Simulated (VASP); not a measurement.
Set up this calculation in VASP 6.6.1, as the native input.

- Task: single point
- Functional: LDA
- Potentials or basis: VASP PAW LDA potentials, release 64 (Ce, B, S)
- Cutoff: 520 eV
- k mesh: 6 × 6 × 6
- Occupations: fermi-dirac, width 0.1 eV
- Spin: collinear spin, twin_end start
- Starting moments: [0.61, 0.04, -0.0, -0.0] μB
- Dipole correction: no
- Further INCAR settings: ALGO = Fast; EDIFF = 1e-06; NBANDS = 26

The structure of CeBS2 lies in POSCAR:

```
CeBS2
1.0
    3.8209214700      0.0000000000      0.0000000000
   -1.9104602300      3.3090167600      0.0000000000
    0.0000000000     -2.2060074500      6.4976678700
Ce B S
1 1 2
Direct
    0.5000000000      0.0000000000      0.5000000000
    0.0000000000      0.0000000000      0.0000000000
    0.2414600000      0.4829200000      0.7243800000
    0.7585400000      0.5170800000      0.2756200000
```

The cell was built by a generator and needn't be a form met in nature.

The input as run:

INCAR

```
SYSTEM = CeBS2
ALGO = Fast
EDIFF = 1E-6
ENCUT = 520
GGA = CA
ISIF = 2
ISMEAR = -1
ISPIN = 2
LASPH = .True.
LCHARG = .False.
LMAXMIX = 6
LORBIT = 11
LREAL = .False.
LWAVE = .False.
MAGMOM = 0.61 0.04 0 0
NBANDS = 26
NELM = 150
PREC = Accurate
SIGMA = 0.1
```

KPOINTS

```
k-points
0
Gamma
  6 6 6
  0 0 0
```

Potentials or basis: VASP PAW LDA potentials, release 64 (Ce, B, S).

Command:

```console
$ cat potpaw_LDA.64/Ce/POTCAR potpaw_LDA.64/B/POTCAR potpaw_LDA.64/S/POTCAR > POTCAR
$ mpirun -np 1 vasp_std > vasp.out
```

It gave:

| Quantity | Value |
| --- | --- |
| Pressure | 5.2 GPa |
| Largest force | 1.629 eV/Å |
| Band gap on the k mesh | none (metal or under the smearing width) |
| Net moment | 0.00 μB per cell |
| Valence electrons inside the program's atomic spheres | Ce 9.91; B 1.30; S 3.74 |

Caveat: the magnetic or orbital state may not be the lowest; spin-orbit coupling is left out, which moves the levels of the heavy elements; without U or exact exchange the open f shell lies at the Fermi level, which spoils levels, moments and volumes; forces of over 1 eV/Å show positions far from the minimum, so gaps and moduli don't describe the material at rest.

Run time: 2.7 min on 1 thread of Intel(R) Xeon(R) 6975P-C (Granite Rapids) (shared host), peak memory 0.27 GiB.
